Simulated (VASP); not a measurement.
# Ga2Ge2O3 (P-3m1) in VASP: band structure with PBE

Aim: the band structure of Ga2Ge2O3 with PBE.

All numbers are computed with VASP 6.6.1; they aren't measurements. Logs are shortened: lines on timing, memory, paths and dates and some standing lists are left out, and cuts for length are marked.

**1. Starting point**

Symmetry: P-3m1, No. 164, trigonal system. Conventional cell: a = 3.018 Å, b = 3.018 Å, c = 14.272 Å, α = 90.00°, β = 90.00°, γ = 120.00°. Ga (site symmetry 3m) is surrounded by 3 O at 1.90 Å. Ge (site symmetry 3m) has 9 Ge at 2.85 to 3.02 Å as nearest neighbours. O (site symmetry 3m) has 3 Ga at 1.90 Å as nearest neighbours. O (site symmetry -3m) has 6 Ga at 2.25 Å as nearest neighbours.

The cell was built by a generator and needn't be a form met in nature.

**2. Band structure, PBE**

The input, INCAR:

```
ALGO = Normal
EDIFF = 1E-6
ENCUT = 520
GGA = PE
ISIF = 2
ISMEAR = 0
LASPH = T
LCHARG = F
LREAL = F
LWAVE = F
NBANDS = 45
NELM = 80
PREC = Accurate
SIGMA = 0.1
```

The input, KPOINTS:

```
k-points
0
Gamma
  12 12 2
```

The input, POSCAR:

```
Ga2Ge2O3
1.0
    3.0181090000      0.0000000000      0.0000000000
   -1.5090540000      2.6137590000      0.0000000000
    0.0000000000      0.0000000000     14.2716300000
Ga Ge O
2 2 3
Direct
    0.3333330000      0.6666670000      0.0994410000
    0.6666670000      0.3333330000      0.9005590000
    0.6666670000      0.3333330000      0.4208640000
    0.3333330000      0.6666670000      0.5791360000
    0.6666670000      0.3333330000      0.1524040000
    0.3333330000      0.6666670000      0.8475960000
    0.0000000000      0.0000000000      0.0000000000
```

The input, KPOINTS_OPT:

```
path GMKGALHA,LM,KH
20
line-mode
reciprocal
 0.0000000000  0.0000000000  0.0000000000  G
 0.5000000000  0.0000000000  0.0000000000  M

 0.5000000000  0.0000000000  0.0000000000  M
 0.3333333333  0.3333333333  0.0000000000  K

 0.3333333333  0.3333333333  0.0000000000  K
 0.0000000000  0.0000000000  0.0000000000  G

 0.0000000000  0.0000000000  0.0000000000  G
 0.0000000000  0.0000000000  0.5000000000  A

 0.0000000000  0.0000000000  0.5000000000  A
 0.5000000000  0.0000000000  0.5000000000  L

 0.5000000000  0.0000000000  0.5000000000  L
 0.3333333333  0.3333333333  0.5000000000  H

 0.3333333333  0.3333333333  0.5000000000  H
 0.0000000000  0.0000000000  0.5000000000  A

 0.5000000000  0.0000000000  0.5000000000  L
 0.5000000000  0.0000000000  0.0000000000  M

 0.3333333333  0.3333333333  0.0000000000  K
 0.3333333333  0.3333333333  0.5000000000  H
```

Potentials or basis: VASP PAW PBE potentials, release 64 (Ga_d, Ge_d, O).

The run is started by

```bash
cat potpaw_PBE.64/Ga_d/POTCAR potpaw_PBE.64/Ge_d/POTCAR potpaw_PBE.64/O/POTCAR > POTCAR
mpirun -np 1 vasp_std > vasp.out
```

OUTCAR:

```text
EDIFF = 1E-6
   ENCUT = 520
   GGA = PE
   ISIF = 2
   ISMEAR = 0
   LASPH = T
   LREAL = F
   NELM = 80
   PREC = Accurate

 ion  position               nearest neighbor table
   1  0.333  0.667  0.099-   5 1.90   5 1.90   5 1.90   7 2.25   7 2.25   7 2.25
   2  0.667  0.333  0.901-   6 1.90   6 1.90   6 1.90   7 2.25   7 2.25   7 2.25
   3  0.667  0.333  0.421-   4 2.85   4 2.85   4 2.85
   4  0.333  0.667  0.579-   3 2.85   3 2.85   3 2.85
   5  0.667  0.333  0.152-   1 1.90   1 1.90   1 1.90
   6  0.333  0.667  0.848-   2 1.90   2 1.90   2 1.90
   7  0.000  0.000  0.000-   1 2.25   2 2.25   1 2.25   2 2.25   2 2.25   1 2.25

  LATTYP: Found a hexagonal cell.
 ALAT       =     3.0181090000
 C/A-ratio  =     4.7286661946

  Lattice vectors:

 A1 = (   3.0181090000,   0.0000000000,   0.0000000000)
 A2 = (  -1.5090540000,   2.6137590000,   0.0000000000)
 A3 = (   0.0000000000,   0.0000000000,  14.2716300000)

Analysis of symmetry for initial positions (statically):
=====================================================================
 Subroutine PRICEL returns:
 Original cell was already a primitive cell.

 Routine SETGRP: Setting up the symmetry group for a
 hexagonal supercell.

 Subroutine GETGRP returns: Found 12 space group operations
 (whereof 12 operations were pure point group operations)
 out of a pool of 24 trial point group operations.

The static configuration has the point symmetry D_3d.

Analysis of symmetry for dynamics (positions and initial velocities):
=====================================================================
 Subroutine PRICEL returns:
 Original cell was already a primitive cell.

 Routine SETGRP: Setting up the symmetry group for a
 hexagonal supercell.

 Subroutine GETGRP returns: Found 12 space group operations
 (whereof 12 operations were pure point group operations)
 out of a pool of 24 trial point group operations.

The dynamic configuration has the point symmetry D_3d.

 Subroutine INISYM returns: Found 12 space group operations
 (whereof 12 operations are pure point group operations),
 and found     1 'primitive' translations

----------------------------------------------------------------------------------------

                                     Primitive cell

  volume of cell :     112.5833

  direct lattice vectors                    reciprocal lattice vectors
     3.018109000  0.000000000  0.000000000     0.331333295  0.191295309  0.000000000
    -1.509054000  2.613759000  0.000000000     0.000000000  0.382590744  0.000000000
     0.000000000  0.000000000 14.271630000     0.000000000  0.000000000  0.070069081

  length of vectors
     3.018109000  3.018108693 14.271630000     0.382590705  0.382590744  0.070069081

  position of ions in fractional coordinates (direct lattice)
     0.333333000  0.666667000  0.099441000
     0.666667000  0.333333000  0.900559000
     0.666667000  0.333333000  0.420864000
     0.333333000  0.666667000  0.579136000
     0.666667000  0.333333000  0.152404000
     0.333333000  0.666667000  0.847596000
     0.000000000  0.000000000  0.000000000

  ion indices of the primitive-cell ions
   primitive index   ion index
                 1           1
                 2           2
                 3           3
                 4           4
                 5           5
                 6           6
                 7           7

----------------------------------------------------------------------------------------

 KPOINTS: k-points

Automatic generation of k-mesh.
 Grid dimensions read from file:
 generate k-points for:   12   12    2

 Generating k-lattice:

  Cartesian coordinates                     Fractional coordinates (reciprocal lattice)
     0.027611108  0.015941276  0.000000000     0.083333333  0.000000000  0.000000000
     0.000000000  0.031882562  0.000000000     0.000000000  0.083333333  0.000000000
     0.000000000  0.000000000  0.035034541     0.000000000  0.000000000  0.500000000

  Length of vectors
     0.031882559  0.031882562  0.035034541

  Shift w.r.t. Gamma in fractional coordinates (k-lattice)
     0.000000000  0.000000000  0.000000000

 Subroutine IBZKPT returns following result:
 ===========================================

 Found     38 irreducible k-points:

 Following reciprocal coordinates:
            Coordinates               Weight
  0.000000  0.000000  0.000000      1.000000
  0.083333  0.000000  0.000000      6.000000
  0.166667 -0.000000  0.000000      6.000000
  0.250000 -0.000000  0.000000      6.000000
  0.333333  0.000000  0.000000      6.000000
  0.416667  0.000000  0.000000      6.000000
[... 16 lines left out ...]
  0.250000 -0.000000  0.500000      6.000000
  0.333333  0.000000  0.500000      6.000000
 [... further k-points ...]
   k-points           NKPTS =     38   k-points in BZ     NKDIM =     38   number of bands    NBANDS=     45
   number of dos      NEDOS =    301   number of ions     NIONS =      7
   total plane-waves  NPLWV =  62208
   dimension x,y,z NGX =    24 NGY =   24 NGZ =  108
   dimension x,y,z NGXF=    48 NGYF=   48 NGZF=  216
   ions per type =               2   2   3
   NGX,Y,Z   is equivalent  to a cutoff of  13.22, 13.22, 12.58 a.u.
   NGXF,Y,Z  is equivalent  to a cutoff of  26.44, 26.44, 25.16 a.u.
 SYSTEM =  unknown system
   PREC   = accura    normal or accurate (medium, high low for compatibility)
   ISTART =      0    job   : 0-new  1-cont  2-samecut
   ICHARG =      2    charge: 1-file 2-atom 10-const
   ISPIN  =      1    spin polarized calculation?
   LNONCOLLINEAR =      F non collinear calculations
   LSORBIT =      F    spin-orbit coupling
   LASPH  =      T    aspherical Exc in radial PAW
   ENCUT  =  520.0 eV  38.22 Ry    6.18 a.u.   5.61  5.61 26.54*2*pi/ulx,y,z
   NELM   =     80;   NELMIN=  2; NELMDL= -5     # of ELM steps
   EDIFF  = 0.1E-05   stopping-criterion for ELM
   LREAL  =      F    real-space projection
   EDIFFG = 0.1E-04   stopping-criterion for IOM
   NSW    =      0    number of steps for IOM
   IBRION =     -1    ionic relax: 0-MD 1-quasi-New 2-CG
   NFREE  =      0    steps in history (QN), initial steepest desc. (CG)
   ISIF   =      2    stress and relaxation
   ISYM   =      2    0-nonsym 1-usesym 2-fastsym
   POTIM  = 0.5000    time-step for ionic-motion
   TEBEG  =    0.0;   TEEND  =   0.0 temperature during run
   PSTRESS=    0.0 pullay stress
   NELECT =      72.0000    total number of electrons
   NUPDOWN=      -1.0000    fix difference up-down
   EMIN   =  10.00;   EMAX   =-10.00  energy-range for DOS
   EFERMI =   0.00;   METHOD = LEGACY
   ISMEAR =     0;   SIGMA  =   0.10  broadening in eV -4-tet -1-fermi 0-gaus
   EFERMI_NEDOS =   21; number of points for ismear=-14 and -15
   IALGO  =     38    algorithm
   IMIX   =      4    mixing-type and parameters
     AMIX     =   0.40;   BMIX     =  1.00
     AMIX_MAG =   1.60;   BMIX_MAG =  1.00
  volume/ion in A,a.u.               =      16.08       108.54
  Fermi-wavevector in a.u.,A,eV,Ry     =   1.410461  2.665384 27.067421  1.989399
  Thomas-Fermi vector in A             =   2.532412
   LORBIT       =      0    0 simple, 1 ext, 2 COOP (PROOUT), +10 PAW based schemes
   GGA     = PE    functional components
   LHFCALC =     F    Hartree Fock is set to
   AEXX    =    0.0000 exact exchange contribution
   IVDW    =     0    specifies the selected vdW correction
   LEPSILON=     F    determine dielectric tensor
   LRPA    =     F    only Hartree local field effects (RPA)
 non-spin polarized calculation
 Gauss-broadening in eV      SIGMA  =   0.10
  energy-cutoff  :      520.00
  volume of cell :      112.58
 maximum number of plane-waves:      3078
 NGX is ok and might be reduce to    24
   NGX = 11   NGY = 11   NGZ = 53

 number of electron      72.0000032 magnetization

 Free energy of the ion-electron system (eV)
  ---------------------------------------------------
  ext. energy  EPLUGINS =         0.00000000
  ---------------------------------------------------
  free energy    TOTEN  =       -37.24337518 eV

  energy without entropy =      -37.23019984  energy(sigma->0) =      -37.23678751

 E-fermi :   4.5146     XC(G=0):  -9.9638

 val. band max:        4.4986108312   @ k =   0.0833   0.0000   0.5000
 cond. band min:       4.5184147979   @ k =   0.1667   0.1667   0.5000
 fundamental gap:      0.0198039667
 Fermi energy:         4.5145962454

 k-point     1 :       0.0000    0.0000    0.0000
  band No.  band energies     occupation
      1     -20.1219      2.00000
      2     -20.1219      2.00000
      3     -20.1216      2.00000
      4     -20.1216      2.00000
      5     -20.1109      2.00000
      6     -20.0945      2.00000
[... 37 lines left out ...]
     44      12.9537      0.00000
     45      12.9537      0.00000

 k-point     2 :       0.0833    0.0000    0.0000
  band No.  band energies     occupation
      1     -20.1267      2.00000
      2     -20.1227      2.00000
      3     -20.1177      2.00000
      4     -20.1163      2.00000
      5     -20.1041      2.00000
      6     -20.0921      2.00000
[... 37 lines left out ...]
     44      12.0587      0.00000
     45      12.9120      0.00000

 k-point     3 :       0.1667   -0.0000    0.0000
  band No.  band energies     occupation
      1     -20.1357      2.00000
      2     -20.1248      2.00000
      3     -20.1076      2.00000
      4     -20.1016      2.00000
      5     -20.0946      2.00000
      6     -20.0861      2.00000
[... 37 lines left out ...]
     44      11.8391      0.00000
     45      12.4031      0.00000

 k-point     4 :       0.2500   -0.0000    0.0000
  band No.  band energies     occupation
      1     -20.1462      2.00000
      2     -20.1275      2.00000
      3     -20.0997      2.00000
      4     -20.0957      2.00000
      5     -20.0857      2.00000
      6     -20.0815      2.00000
[... 901 lines left out ...]
     44      12.4030      0.00000
     45      12.5101      0.00000

 k-point    23 :       0.2500   -0.0000    0.5000
  band No.  band energies     occupation
      1     -20.1462      2.00000
      2     -20.1275      2.00000
      3     -20.0997      2.00000
      4     -20.0957      2.00000
      5     -20.0857      2.00000
      6     -20.0815      2.00000
[... 37 lines left out ...]
     44      11.6725      0.00000
     45      12.4664      0.00000

 k-point    24 :       0.3333    0.0000    0.5000
  band No.  band energies     occupation
      1     -20.1558      2.00000
      2     -20.1298      2.00000
      3     -20.1062      2.00000
      4     -20.0990      2.00000
      5     -20.0889      2.00000
      6     -20.0611      2.00000
[... 37 lines left out ...]
     44      11.0365      0.00000
     45      11.9349      0.00000

 [... further k-points ...]

------------------------ aborting loop because EDIFF is reached ----------------------------------------

  FORCE on cell =-STRESS in cart. coord.  units (eV):
  Direction    XX          YY          ZZ          XY          YZ          ZX
  --------------------------------------------------------------------------------------
  -------------------------------------------------------------------------------------
  Total        0.0232493      0.0232493      0.0586821      0.0000000     -0.0000000      0.0000000
  in kB        0.3308614      0.3308614      0.8351069      0.0000001     -0.0000000      0.0000000
  external PRESSURE =       0.4989432 kB  Pullay stress =       0.0000000 kB

 VOLUME and BASIS-vectors are now :
 -----------------------------------------------------------------------------
  energy-cutoff  :      520.00
  volume of cell :      112.58
      direct lattice vectors                 reciprocal lattice vectors
     3.018109000  0.000000000  0.000000000     0.331333295  0.191295309  0.000000000
    -1.509054000  2.613759000  0.000000000     0.000000000  0.382590744  0.000000000
     0.000000000  0.000000000 14.271630000     0.000000000  0.000000000  0.070069081

 POSITION                                       TOTAL-FORCE (eV/Angst)
 -----------------------------------------------------------------------------------
     -0.00000      1.74251      1.41919        -0.000000      0.000000     -0.000739
      1.50906      0.87125     12.85244         0.000000     -0.000000      0.000739
      1.50906      0.87125      6.00642        -0.000000      0.000000     -0.002080
     -0.00000      1.74251      8.26521         0.000000     -0.000000      0.002080
      1.50906      0.87125      2.17505         0.000000      0.000000      0.000358
     -0.00000      1.74251     12.09658        -0.000000      0.000000     -0.000358
      0.00000      0.00000      0.00000        -0.000000      0.000000      0.000000
 -----------------------------------------------------------------------------------
    total drift:                                0.000000     -0.000000      0.000000

  FREE ENERGIE OF THE ION-ELECTRON SYSTEM (eV)
  ---------------------------------------------------
  free  energy   TOTEN  =       -37.2433751848 eV

  energy  without entropy=      -37.2301998420  energy(sigma->0) =      -37.23678751
```

Run time: 8.8 min. Hardware: 1 thread of Intel Xeon Platinum 8488C (Sapphire Rapids), shared host; peak memory 0.42 GiB.

Results:

| Quantity | Value |
| --- | --- |
| Free energy | -37.2434 eV |
| Pressure | 0.0 GPa |
| Band gap along the path | none (metal or under the smearing width) |

Forces in eV/Å, atoms in the order of the input:
```
Ga   0.000  0.000 -0.001
Ga   0.000  0.000  0.001
Ge   0.000  0.000 -0.002
Ge   0.000  0.000  0.002
O    0.000  0.000  0.000
O    0.000  0.000  0.000
O    0.000  0.000  0.000
```

Levels at the corners of the path, in eV from the Fermi level:
```
point  band 33  band 34  band 35  band 36  band 37  band 38  band 39  band 40
    Γ    -3.76    -3.55    -3.04    -0.31     1.58     2.85     3.38     6.87
    M    -3.72    -3.65    -3.41    -2.72     1.32     1.46     3.13     3.15
    M    -3.72    -3.65    -3.41    -2.72     1.32     1.46     3.13     3.15
    K    -3.91    -3.79    -3.17    -1.68    -1.68    -0.29     3.29     3.29
    K    -3.91    -3.79    -3.17    -1.68    -1.68    -0.29     3.29     3.29
    Γ    -3.76    -3.55    -3.04    -0.31     1.58     2.85     3.38     6.87
    Γ    -3.76    -3.55    -3.04    -0.31     1.58     2.85     3.38     6.87
    A    -3.76    -3.73    -2.83    -0.45     1.93     2.44     3.53     6.66
    A    -3.76    -3.73    -2.83    -0.45     1.93     2.44     3.53     6.66
    L    -3.76    -3.65    -3.37    -2.73     1.33     1.45     3.13     3.13
    L    -3.76    -3.65    -3.37    -2.73     1.33     1.45     3.13     3.13
    H    -3.91    -3.79    -3.17    -1.68    -1.68    -0.29     3.32     3.32
    H    -3.91    -3.79    -3.17    -1.68    -1.68    -0.29     3.32     3.32
    A    -3.76    -3.73    -2.83    -0.45     1.93     2.44     3.53     6.66
    L    -3.76    -3.65    -3.37    -2.73     1.33     1.45     3.13     3.13
    M    -3.72    -3.65    -3.41    -2.72     1.32     1.46     3.13     3.15
    K    -3.91    -3.79    -3.17    -1.68    -1.68    -0.29     3.29     3.29
    H    -3.91    -3.79    -3.17    -1.68    -1.68    -0.29     3.32     3.32
```
